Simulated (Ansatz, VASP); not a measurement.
## Cross-check of SnSO between VASP and Ansatz

Aim: how closely do two programs agree when they are given the same cell, functional and k mesh? The cell is taken from a series of runs on this material, whose earlier steps may have relaxed, scaled, displaced or heated it; both programs get it as it stands.

Method: plane waves, with VASP 6.6.1 beside it; single point at PBE0, in Ansatz 0.2.0.

### Step 1. The structure

The cell holds 3 atoms: 1 Sn, 1 O and 1 S. Its edges and angles: a = 3.463 Å, b = 3.463 Å, c = 28.200 Å, α = 90.0°, β = 90.0°, γ = 120.0°. Vacuum lies along c.

Structure file:

```cif
data_structure
_symmetry_space_group_name_H-M 'P 1'
_symmetry_Int_Tables_number 1
_cell_length_a 3.4628
_cell_length_b 3.4628
_cell_length_c 28.2000
_cell_angle_alpha 90.000
_cell_angle_beta 90.000
_cell_angle_gamma 120.000
_cell_volume 292.84
loop_
_atom_site_label
_atom_site_type_symbol
_atom_site_fract_x
_atom_site_fract_y
_atom_site_fract_z
_atom_site_occupancy
Sn1 Sn 0.00000 0.00000 0.51054 1
O2 O 0.33333 0.66667 0.54395 1
S3 S 0.66667 0.33333 0.45605 1
```

### Step 2. VASP: single point, PBE0

With cell and atoms fixed, the geometry can't cause a difference; cores, projectors, grids and the points listed under the comparison can.

Lines of VASP's logs that name or quote its potential files are left out, and so is its time.

The run reads the wave functions of an earlier VASP run, which isn't shown here.

The input, INCAR:

```
SYSTEM = SnSO
PREC = Accurate
ENCUT = 520
EDIFF = 1E-06
NELM = 100
ISMEAR = 0
SIGMA = 0.01
LREAL = .FALSE.
ALGO = Normal
LHFCALC = .TRUE.
AEXX = 0.25
GGA = PE
LASPH = .TRUE.
NBANDS = 19
PRECFOCK = Fast
LORBIT = 11
LWAVE = .FALSE.
LCHARG = .FALSE.
KPAR = 4
NCORE = 2
ISIF = 2
LDIPOL = .TRUE.
IDIPOL = 3
DIPOL = 0.5 0.5 0.504
LVHAR = .TRUE.
```

The input, POSCAR:

```
SnSO
1.0
    3.4627542036      0.0000000000      0.0000000000
   -1.7313771018      2.9988331074      0.0000000000
    0.0000000000      0.0000000000     28.2000000000
Sn O S
1 1 1
Direct
    0.0000000000      0.0000000000      0.5105366103
    0.3333333333      0.6666666667      0.5439475184
    0.6666666667      0.3333333333      0.4560524816
```

The input, KPOINTS:

```
Automatic mesh
0
Gamma
6 6 1
0 0 0
```

Potentials, in the order of the species: Sn_d, O and S (PBE family, release 64).

The run is started by

```bash
$ mpirun -np 8 vasp_std
```

Numbers of over 12 decimals in the logs are rounded to 6 here.

Output:

```text
[banner, memory and clock lines left out]
running    8 mpi-ranks, on    1 nodes
 distrk:  each k-point on    2 cores,    4 groups
 distr:  one band on    2 cores,    1 groups

 POSCAR found type information on POSCAR SnO S
 POSCAR found :  3 types and       3 ions
 LDA part: xc-table for (Slater+PW92), standard interpolation
 found WAVECAR, reading the header
 POSCAR, INCAR and KPOINTS ok, starting setup
 FFT: planning ... GRIDC
 FFT: planning ... GRID_SOFT
 FFT: planning ... GRID
 reading WAVECAR
 the WAVECAR file was read successfully
 initial charge from wavefunction
 entering main loop
       N       E                     dE             d eps       ncg     rms          rms(c)
DAV:   1    -0.206033387038E+02   -0.20603E+02   -0.60627E-01   365   0.715E+00    0.138E+00
DAV:   2    -0.206181717035E+02   -0.14833E-01   -0.65152E-02   358   0.189E+00    0.902E-01
DAV:   3    -0.206159046821E+02    0.22670E-02   -0.86506E-03   370   0.917E-01    0.592E-01
DAV:   4    -0.206154719473E+02    0.43273E-03   -0.15803E-03   392   0.301E-01    0.339E-01
DAV:   5    -0.206152188157E+02    0.25313E-03   -0.56514E-04   387   0.202E-01    0.187E-01
DAV:   6    -0.206151746569E+02    0.44159E-04   -0.11404E-04   333   0.809E-02    0.105E-01
DAV:   7    -0.206151508901E+02    0.23767E-04   -0.24918E-05   384   0.474E-02    0.611E-02
DAV:   8    -0.206151467946E+02    0.40955E-05   -0.16800E-05   362   0.277E-02    0.360E-02
DAV:   9    -0.206151451794E+02    0.16152E-05   -0.17191E-06   277   0.137E-02    0.213E-02
DAV:  10    -0.206151450873E+02    0.92019E-07   -0.19112E-06   269   0.114E-02
   1 F= -.20615145E+02 E0= -.20615145E+02  d E =-.619381E-13
```

Parts of OUTCAR (step 2):

```text
ion  position               nearest neighbor table
   1  0.000  0.000  0.511-   2 2.21   2 2.21   2 2.21   3 2.52   3 2.52   3 2.52
   2  0.333  0.667  0.544-   1 2.21   1 2.21   1 2.21
   3  0.667  0.333  0.456-   1 2.52   1 2.52   1 2.52

  LATTYP: Found a hexagonal cell.
 ALAT       =     3.4627542036
 C/A-ratio  =     8.1438064448

 Subroutine GETGRP returns: Found  6 space group operations
 (whereof  6 operations were pure point group operations)

The static configuration has the point symmetry C_3v.

 Found      7 irreducible k-points:

   k-points           NKPTS =      7   k-points in BZ     NKDIM =     36   number of bands    NBANDS=     19

   dimension x,y,z NGX =    28 NGY =   28 NGZ =  210
   dimension x,y,z NGXF=    56 NGYF=   56 NGZF=  420

   ENCUT  =  520.0 eV  38.22 Ry    6.18 a.u.   6.44  6.44 52.43*2*pi/ulx,y,z

   NELECT =      26.0000    total number of electrons

 k-points in reciprocal lattice and weights: Automatic mesh
   0.00000000  0.00000000  0.00000000       0.028
   0.16666667  0.00000000  0.00000000       0.167
   0.33333333  0.00000000  0.00000000       0.167
   0.50000000 -0.00000000  0.00000000       0.083
   0.16666667  0.16666667  0.00000000       0.167
   0.33333333  0.16666667  0.00000000       0.333
   0.33333333  0.33333333  0.00000000       0.056

  exchange ACFDT corr.  =         0.00000000  see jH, gK, PRB 81, 115126

 dipolmoment           0.000000      0.000000      0.008295 electrons x Angstroem

 average (electrostatic) potential at core
       1-104.7464       2 -72.5217       3 -90.6833

 E-fermi :  -5.2030

 k-point     1 :       0.0000    0.0000    0.0000
  band No.  band energies     occupation
    ...
      9      -8.3197      2.00000
     10      -8.3197      2.00000
     11      -7.3506      2.00000
     12      -5.2503      2.00000
     13      -5.2503      2.00000
     14      -2.8292      0.00000
     15       1.1466      0.00000
     16       2.0073      0.00000
     17       2.0719      0.00000
     18       2.3815      0.00000
    ...

 k-point     2 :       0.1667    0.0000    0.0000
  band No.  band energies     occupation
    ...
      9      -9.1453      2.00000
     10      -8.6174      2.00000
     11      -7.1019      2.00000
     12      -6.7784      2.00000
     13      -5.4970      2.00000
     14      -1.8578      0.00000
     15       1.4453      0.00000
     16       2.3995      0.00000
     17       2.5092      0.00000
     18       2.8029      0.00000
    ...

 k-point     3 :       0.3333    0.0000    0.0000
  band No.  band energies     occupation
    ...
      9     -10.1901      2.00000
     10      -9.1796      2.00000
     11      -8.1539      2.00000
     12      -6.8286      2.00000
     13      -5.8752      2.00000
     14      -1.2847      0.00000
     15       1.1235      0.00000
     16       3.1495      0.00000
     17       3.7851      0.00000
     18       4.0001      0.00000
    ...

  Total       -1.8751562     -1.8751562     -1.4632775      0.0000000      0.0000000      0.0000000
  in kB      -10.2594711    -10.2594711     -8.0059747      0.0000000      0.0000000      0.0000000
  external PRESSURE =      -9.5083056 kB  Pullay stress =       0.0000000 kB

  energy-cutoff  :      520.00
  volume of cell :      292.84
      direct lattice vectors                 reciprocal lattice vectors
     3.462754204  0.000000000  0.000000000     0.288787463  0.166731519  0.000000000
    -1.731377102  2.998833107  0.000000000     0.000000000  0.333463039  0.000000000
     0.000000000  0.000000000 28.200000000     0.000000000  0.000000000  0.035460993

 POSITION                                       TOTAL-FORCE (eV/Angst)
 -----------------------------------------------------------------------------------
      0.00000      0.00000     14.39713         0.000000      0.000000     -0.093517
     -0.00000      1.99922     15.33932        -0.000000      0.000000     -0.512546
      1.73138      0.99961     12.86068         0.000000     -0.000000      0.606063
 -----------------------------------------------------------------------------------
    total drift:                                0.000000     -0.000005     -0.000896

  FREE ENERGIE OF THE ION-ELECTRON SYSTEM (eV)
  ---------------------------------------------------
  free  energy   TOTEN  =       -20.6151450873 eV

  energy  without entropy=      -20.6151450873  energy(sigma->0) =      -20.61514509

 vacuum level on the upper side and lower side of the slab         2.202         2.058

 total charge
# of ion       s       p       d       tot
------------------------------------------
    1        0.945   0.987  10.207  12.139
    2        1.577   3.386   0.000   4.963
    3        1.357   2.393   0.000   3.750
--------------------------------------------------
tot          3.879   6.766  10.207  20.852

[... 3 further parts left out ...]
```

The k-mesh is coarse for unscreened exact exchange, which converges slowly with it.

### Step 3. Ansatz: single point, PBE0

Ansatz runs on its PAW soft_1 files.

The same cell, functional and mesh now go to Ansatz, which takes its cutoff from its data sets.

The input, input.yaml:

```yaml
crystal:
  lattice:
    - [3.4627542036, 0.0, 0.0]
    - [-1.7313771018, 2.9988331074, 0.0]
    - [0.0, 0.0, 28.2]
  atoms:
    - { symbol: Sn, position: [0.0, 0.0, 0.5105366103] }
    - { symbol: O, position: [0.3333333333, 0.6666666667, 0.5439475184] }
    - { symbol: S, position: [0.6666666667, 0.3333333333, 0.4560524816] }
  periodic: [true, true, false]
kpoints:
  mp_grid: { grid: [6, 6, 1] }
  band_path:
    path: [[0.0, 0.0, 0.0], [0.5, 0.0, 0.0], [0.3333333333, 0.3333333333, 0.0]]
    npoints: 1
hamiltonian:
  xc: pbe0
  pseudopotentials: { kind: paw, azcp: { folder: soft_1 } }
scf:
  occupations: { method: fixed }
  n_extra_bands: 5
output:
  eigenvalues: true
  write_density: true
  write_potential: true
  elf: true
  volumetric_format: npy
```

The run is started by

```bash
$ ansatz run input.yaml --threads 4 --pin off --max-ram 17510MiB --backend cpu --events-out ev --progress --plain --runs-dir out
```

Output:

```text
scf.n_extra_bands = 5 over 13 filled bands (N_el = 26.0): the run solves 18 bands
Engine: ansatz 0.2.0, aarch64-unknown-linux-gnu
Pseudopotentials: kind: paw
Pseudopotential: Sn, paw, valence charge 14, recommended cutoff 420 eV (normal), soft_1/Sn.paw.azcp
Pseudopotential: O, paw, valence charge 6, recommended cutoff 420 eV (normal), soft_1/O.paw.azcp
Pseudopotential: S, paw, valence charge 6, recommended cutoff 420 eV (normal), soft_1/S.paw.azcp
Functional definition: PBE0
  parameter a = 0.25
  parameter kappa = 0.804
  parameter beta = 0.066725
  exchange = (1 - a)*pbe_x(kappa = kappa, mu = beta*pi^2/3) + a*exact_x
  correlation = pbe_c(beta = beta)
davidson cushion auto → on  (no smearing: the cushion is to keep the highest requested band from converging to the state above it; pin scf.eigensolver.cushion to override)
Crystal: 3 atoms, lattice volume = 292.835 Å³
Basis set: ecut = 420 eV, 5741 PW (Γ)
Bands: 18, of which v1, the nominal top of the filled ones, is band 13 counted from 1 (12 counted from 0)
Symmetry: 6 space group operations
Space group: P3m1 (ITA 156), of the structure as read, at distance tolerance 6.6e-5 Å
k-points: 7 of 36 (time reversal used)
Non-local potential: Sn, projectors of the file, l = 0: 2, l = 1: 2, l = 2: 2, l = 3: 1
Non-local potential: O, projectors of the file, l = 0: 2, l = 1: 2, l = 2: 1
Non-local potential: S, projectors of the file, l = 0: 2, l = 1: 2, l = 2: 1
PAW form: soft (Blöchl's): semilocal exchange-correlation on the pseudo side does not see the compensation charge
PAW frozen core: Sn, regenerated for the run's functional, and the local potential with it (the file was generated under x = pbe(κ = 0.804, μ = 0.219515), c = pbe(β = 0.066725))
PAW frozen core: O, regenerated for the run's functional, and the local potential with it (the file was generated under x = pbe(κ = 0.804, μ = 0.219515), c = pbe(β = 0.066725))
PAW frozen core: S, regenerated for the run's functional, and the local potential with it (the file was generated under x = pbe(κ = 0.804, μ = 0.219515), c = pbe(β = 0.066725))
PAW one-centre angular grid: Sn, 590 points (default); XC on 64 Gauss nodes
PAW one-centre angular grid: O, 110 points (default); XC on 64 Gauss nodes
PAW one-centre angular grid: S, 110 points (default); XC on 64 Gauss nodes
Initial density: superposition of atomic densities (neutral atoms: chi_scale 0, normalization atom)
Initial wavefunctions: pseudopotential atomic-orbital guess
Functional: x = pbe(κ = 0.804, μ = 0.219515), c = pbe(β = 0.066725), warm-up for x = 0.75 pbe(κ = 0.804, μ = 0.219515) + 0.25 exact, c = pbe(β = 0.066725)
iter 1 solved again at ethr=2.92e-2 eV; its pass at ethr=1.00e-1 eV (dr2=7.58e0 eV) is discarded
SCF iter   1: F=—  HF=-7495.506149 eV  |F-HF|=—  |Δ(HF+E_count)|=         —  Δρ=4.69e-2  dr2=7.54e0  ethr=2.92e-2  ⟨swp⟩=2.9  Hψ=719  notcnv=0
preconditioner: auto → none  [insulator: Δε(μ)=1.362 eV  Ē_g=17.667 eV  n_scr=16 (ndim 8)  ℏωp=11.1 eV  f_vac=0.778]
SCF iter   2: F=—  HF=-7495.423088 eV  |F-HF|=—  |Δ(HF+E_count)|=   8.31e-2  Δρ=5.88e-2  dr2=1.37e1  ethr=2.90e-2  ⟨swp⟩=5.6  Hψ=390  notcnv=0  defer=3
SCF iter   3: F=—  HF=-7493.855494 eV  |F-HF|=—  |Δ(HF+E_count)|=    1.57e0  Δρ=1.24e-2  dr2=2.22e0  ethr=2.90e-2  ⟨swp⟩=4.3  Hψ=342  notcnv=0  defer=1
iter 4 solved again at ethr=5.63e-4 eV; its pass at ethr=8.52e-3 eV (dr2=1.46e-1 eV) is discarded
SCF iter   4: F=—  HF=-7493.602481 eV  |F-HF|=—  |Δ(HF+E_count)|=   2.53e-1  Δρ=8.13e-3  dr2=1.45e-1  ethr=5.63e-4  ⟨swp⟩=4.0  Hψ=622  notcnv=0  defer=8
SCF iter   5: F=—  HF=-7493.585234 eV  |F-HF|=—  |Δ(HF+E_count)|=   1.72e-2  Δρ=2.88e-3  dr2=2.14e-2  ethr=5.57e-4  ⟨swp⟩=4.0  Hψ=320  notcnv=0  defer=1
SCF iter   6: F=—  HF=-7493.583298 eV  |F-HF|=—  |Δ(HF+E_count)|=   1.94e-3  Δρ=8.61e-4  dr2=3.99e-3  ethr=8.23e-5  ⟨swp⟩=3.1  Hψ=308  notcnv=0  defer=1
SCF iter   7: F=—  HF=-7493.582971 eV  |F-HF|=—  |Δ(HF+E_count)|=   3.27e-4  Δρ=2.33e-4  dr2=1.42e-4  ethr=1.53e-5  ⟨swp⟩=3.6  Hψ=347  notcnv=0  defer=2
SCF iter   8: F=-7493.582930 eV  HF=-7493.582973 eV  |F-HF|=4.33e-5  |Δ(HF+E_count)|=   1.99e-6  Δρ=1.07e-4  dr2=5.56e-5  ethr=5.47e-7  ⟨swp⟩=4.9  Hψ=427  notcnv=0  defer=3
SCF 1 stopped early in 8 iterations: F = -7493.582930 eV  dr2 = 5.56e-5
  greatest PAW one-centre occupation: 0.994 electrons in one spin orbital (limit 2), on the Sn atom at site 0 (counted from 0), in its partial waves of l = 2
Initial density: handed on by an earlier stage of this run
Initial wavefunctions: those handed on with the density
Functional: x = 0.75 pbe(κ = 0.804, μ = 0.219515) + 0.25 exact, c = pbe(β = 0.066725)
Frozen-core exchange: fock
[...]
preconditioner: auto → none  [insulator: Δε(μ)=2.373 eV  Ē_g=20.601 eV  n_scr=16 (ndim 8)  ℏωp=11.1 eV  f_vac=0.789]
[...]
SCF iter   3: F=—  HF=-7497.419541 eV  |F-HF|=—  |Δ(HF+E_count)|=   1.52e-2  Δρ=6.26e-4  dr2=1.36e-3  ethr=2.14e-6  ⟨swp⟩=5.1  Hψ=547  notcnv=0  defer=6
SCF iter   4: F=—  HF=-7497.419184 eV  |F-HF|=—  |Δ(HF+E_count)|=   3.58e-4  Δρ=8.97e-5  dr2=1.12e-4  ethr=2.14e-6  ⟨swp⟩=3.9  Hψ=349  notcnv=0  defer=2
SCF iter   5: F=—  HF=-7497.419587 eV  |F-HF|=—  |Δ(HF+E_count)|=   4.03e-4  Δρ=1.65e-4  dr2=1.40e-4  ethr=1.82e-7  ⟨swp⟩=5.0  Hψ=507  notcnv=0  defer=4
SCF iter   6: F=—  HF=-7497.419564 eV  |F-HF|=—  |Δ(HF+E_count)|=   2.29e-5  Δρ=5.36e-5  dr2=2.79e-5  ethr=1.82e-7  ⟨swp⟩=3.4  Hψ=313  notcnv=0
SCF iter   7: F=-7497.419559 eV  HF=-7497.419560 eV  |F-HF|=5.64e-7  |Δ(HF+E_count)|=   3.94e-6  Δρ=8.67e-6  dr2=4.61e-6  ethr=9.18e-8  ⟨swp⟩=3.7  Hψ=319  notcnv=0
SCF 2 stopped early in 7 iterations: F = -7497.419559 eV  dr2 = 4.61e-6
hybrid outer 1: dexx = +1.794e-2 eV, tail = 4.13e-5 eV
Frozen-core exchange: fock
SCF iter   1: F=—  HF=-7497.419275 eV  |F-HF|=—  |Δ(HF+E_count)|=         —  Δρ=2.04e-5  dr2=9.35e-7  ethr=7.95e-7  ⟨swp⟩=3.7  Hψ=312  notcnv=0
preconditioner: auto → none  [insulator: Δε(μ)=2.432 eV  Ē_g=20.653 eV  n_scr=16 (ndim 8)  ℏωp=11.1 eV  f_vac=0.790]
SCF iter   2: F=—  HF=-7497.419277 eV  |F-HF|=—  |Δ(HF+E_count)|=   1.56e-6  Δρ=1.57e-5  dr2=1.30e-6  ethr=2.89e-9  ⟨swp⟩=6.1  Hψ=538  notcnv=0  defer=4
SCF iter   3: F=—  HF=-7497.419277 eV  |F-HF|=—  |Δ(HF+E_count)|=   1.31e-7  Δρ=8.38e-6  dr2=5.89e-7  ethr=2.89e-9  ⟨swp⟩=2.3  Hψ=283  notcnv=0
iter 4 solved again at ethr=2.18e-11 eV; its pass at ethr=2.07e-9 eV (dr2=5.67e-9 eV) is discarded
SCF iter   4: F=-7497.419277 eV  HF=-7497.419277 eV  |F-HF|=5.37e-9  |Δ(HF+E_count)|=   8.94e-8  Δρ=1.72e-6  dr2=1.55e-8  ethr=2.18e-11  ⟨swp⟩=5.4  Hψ=768  notcnv=0
SCF 3 converged in 4 iterations: F = -7497.419277 eV  dr2 = 1.55e-8
hybrid outer 2: dexx = +1.035e-6 eV, tail = 5.11e-8 eV, Δε = 2.88e-3 eV (about 1.32e-4 eV left of the loop's levels)
NSCF: frozen V_eff on 3 k-points
WARN: The output density's exchange-correlation potential varies sharply where the density is thin. Do not read a vacuum level from v_tot or v_xc, or from such a field of the output density. On a cell that repeats whose density bears no net charge and no dipole along the vacuum's axis use v_es (v_loc + v_h of the components); under efield.dipole_correction with no amplitude use v_es + v_field, which holds any externa [...]
hybrid SCF converged: 2 outer / 11 inner (+8 warm-up), last move |dexx| = 1.03e-6 eV, tail = 5.11e-8 eV
Stability not checked: this state was not tested for a lower state beside it, because the functional holds exact exchange (a hybrid, or Hartree-Fock), whose exchange loop this test does not read (fock_operator; see scf.lower_state_search)
Free energy (F): -7497.419277 eV
Frozen-core exchange: fock
Harris-Foulkes:  -7497.419277 eV  (|F-HF|=5.37e-9)
Internal energy: -7497.419277 eV  (E = F + TS)
E sigma→0 (E₀):  -7497.419277 eV
Fermi energy:    -7.386201 eV
--- Per-component energies (eV) ---
  E_band       = -532.529353
  E_kinetic    = 441.209715
  E_local      = -36284.249009  (includes V_loc(G=0)·N_el)
  E_nonlocal   = 228.027754
  E_hartree    = 17886.427690
  E_xc         = -219.437279
  E_vxc        = -195.202083  (∫ρ·V_xc dr)
  E_exx        = -77.750484  (= α·E_x^exact, valence–valence)
  E_paw        = -5135.126883  (= ΣΔE_a)
  E_vpaw       = -339.672284  (= ΣTr[D̂ρ^β])
  E_aug_tail   = 0.001014  (compensation charges beyond the density's cutoff)
  E_ewald      = 15663.318683
  E_core_change = 0.159522  (= ΣΔE_core)
  E_smearing   = -0.000000  (= −TS)
  E_closure    = -0.000000  (closes the sum)
  Σ components = -7497.419277   (vs F -7497.419277, Δ=-2.73e-12)
--- Band table (eV; the first three rows and the last of 7) ---
  k-point 0: bands = [... 9 lower, -10.4413, -9.4791, -7.3862, -7.3862, -4.9538, -1.0249, -0.0937, 0.0207, ... 1 higher]
  k-point 1: bands = [... 9 lower, -10.7406, -9.2333, -8.9197, -7.6330, -3.9779, -0.7083, 0.2431, 0.5037, ... 1 higher]
  k-point 2: bands = [... 9 lower, -11.3051, -10.2909, -8.9575, -8.0111, -3.4080, -1.0231, 0.9956, 1.7146, ... 1 higher]
  k-point 6: bands = [... 9 lower, -12.0190, -11.4540, -9.2727, -8.5183, -2.5674, 0.5467, 1.5815, 1.8003, ... 1 higher]
  the weakly bound empty levels are not read free of the cell's end (exact_exchange)
```

Reading the cycles: dr2 is the Hartree energy of the density residual (eV), the measure of convergence; HF is the Harris–Foulkes estimate of the energy, which meets the free energy F at convergence.

### Step 4. Side by side

Known differences besides the potentials themselves: exact exchange at q = 0 is treated differently, which shows on coarse meshes; VASP keeps PBE cores, Ansatz makes them for the functional; fixed occupations in Ansatz, narrow Gaussian smearing in VASP; Ansatz cuts the interaction across the vacuum, VASP repeats the sheet with a dipole correction; the cutoff is 420 eV in Ansatz and 520 eV in VASP; VASP takes a coarser grid for exact exchange (PRECFOCK = Fast). Total energies have different zeros and are not compared.

The two programs side by side:

```tsv
quantity	Ansatz	VASP	difference
gap on the k mesh (eV)	2.432	2.421	+0.011
```

A gap on the mesh is an upper bound, since the band edges may lie between its points. With vacuum in the cell, a pressure given here is an average over mostly empty space and none of the material.

### Step 5. Outcome

```yaml
difference_in_gap_on_the_k_mesh_single_point_pbe0: 0.011 eV
```

**Reading.** The difference in gap on the k mesh is 0.011 eV (single point, PBE0), within the 0.08 eV picked in this series as the mark of a large difference. How closely two codes agree says nothing of how well the functional describes the real material.

[Lines on the potential files, build, host, timing and source positions are cut from VASP's logs without a mark.]

[Logs are printed without paths, hosts, clocks, repeated set-up lines and the standing remarks that a program may print on its own settings, such as how far it seeks lower states.]

[Hosts, paths, dates, database ids (printed as entryN), source tags and the programs' standing remarks are cut or masked in the printed files.]
